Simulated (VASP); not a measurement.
The input files of a VASP run:

### KPOINTS
```
Automatic mesh
0
Gamma
13 13 7
0 0 0
```

### INCAR
```
ALGO  =  Normal
EDIFF  =  1E-6
ENCUT  =  300
GGA  =  PE
ISIF  =  2
ISMEAR  =  -1
ISPIN  =  2
LASPH  =  .True.
LCHARG  =  .False.
LMAXMIX  =  4
LORBIT  =  11
LREAL  =  .False.
LWAVE  =  .False.
MAGMOM  =  2*2.0
NELM  =  100
PREC  =  Accurate
SIGMA  =  0.136
SYSTEM  =  Co
```

**POSCAR**
```
Co
2.510
  0.5000000000  -0.8660254980   0.0000000000
  0.5000000000   0.8660254980   0.0000000000
  0.0000000000   0.0000000000   1.6215139442
Co
2
Cart
  0.5000000000   0.2886757434   0.4053784861
  0.5000000000  -0.2886757434   1.2161354582
```

POTCAR, in this order: Co (PBE.64 set). Program: vasp_std.

### Question
Write an equivalent input for Ansatz.

### Answer
One equivalent input (not run):
Ansatz 0.2 input:
```yaml
crystal:
  lattice:
    - [1.2550000, -2.1737240, 0.0000000]
    - [1.2550000, 2.1737240, 0.0000000]
    - [0.0000000, 0.0000000, 4.0700000]
  atoms:
    - { symbol: Co, position: [0.3333330, 0.6666670, 0.2500000], spin: 2 }
    - { symbol: Co, position: [0.6666670, 0.3333330, 0.7500000], spin: 2 }
kpoints:
  mp_grid: { grid: [13, 13, 7] }
hamiltonian:
  xc: pbe
  pseudopotentials: { kind: paw }
magnetization: { spin_polarized: true }
scf:
  occupations: { method: fermi_dirac, width: 0.136 }
  max_iter: 100
output: { forces: true, stress: true, eigenvalues: true }
```
Limits of the translation: each code has its own PAW files, so the cut-off isn't converted (ENCUT is set for VASP's; basis.ecutwfc is left out, and Ansatz then takes the one that its files recommend); Ansatz stops its SCF on the density residual and VASP on the energy change (EDIFF).

The structure is a typed Co crystal (P6_3/mmc). The cell was not relaxed at this level.
